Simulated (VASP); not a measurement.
# Hf: energy against strain

Hf (hcp, P6_3/mmc, 21.542 Å³/atom at rest, c along z) under a strain ε along c (axis z), the other axes held. PBEsol in VASP (plane waves, PAW), 480 eV, 18×18×10 Γ-centred mesh, Methfessel-Paxton smearing 0.10 eV; ions are relaxed within the symmetry of each cell.

Here s stands for strain and y for E less E0.

```
strain (%)  E less E0 (meV/atom)
----------  --------------------
-3.00                          ?
-1.50                       3.54
-1.00                       1.62
-0.50                       0.44
0.00                        0.00
0.50                        0.32
1.00                        1.37
1.50                        3.10
```

Taking a parabola for y over the 7 complete rows: Least squares gives y = 0.012 - 0.1386·s + 1.4724·s². Residuals (row less fit): 0.007, -0.003, -0.009, -0.012, 0.009, 0.024, -0.017; standard error 0.018 (degrees of freedom: 4). Twice the quadratic coefficient over the volume, 2 × 1.4724 meV × 10⁴ × 0.1602 / 21.542 Å³, is the elastic constant C33 = 219 ± 1.1 GPa.

Q: Predict the withheld y at s = -3.00 from the fit, and compare with the calculation.

A: y = 0.012 - 0.1386 × (-3.0) + 1.4724 × (-3.0)² = 13.679 meV/atom. The calculation gives 13.94 meV/atom, 0.261 meV/atom above the prediction (1.9 % of the range of y in the table). The row lies outside the fitted rows, so this is an extrapolation. From the scatter of the fitted rows alone, a prediction at this place has a standard error of 0.068 meV/atom, so the miss is 3.8 times that.

One order more, fitted to all 13 runs of the series, follows each within 0.05, so the miss is the next term of a smooth law. In a metal these values are sensitive to mesh and smearing; energies are taken to zero smearing, stresses follow the free energy. Rows are the converged runs of the series near zero and its far end; series whose fitted rows scatter by over a few per cent of the range, as at a crossing or softening among them, aren't shown in this form. Most that stay on the fit to the last digits aren't either.
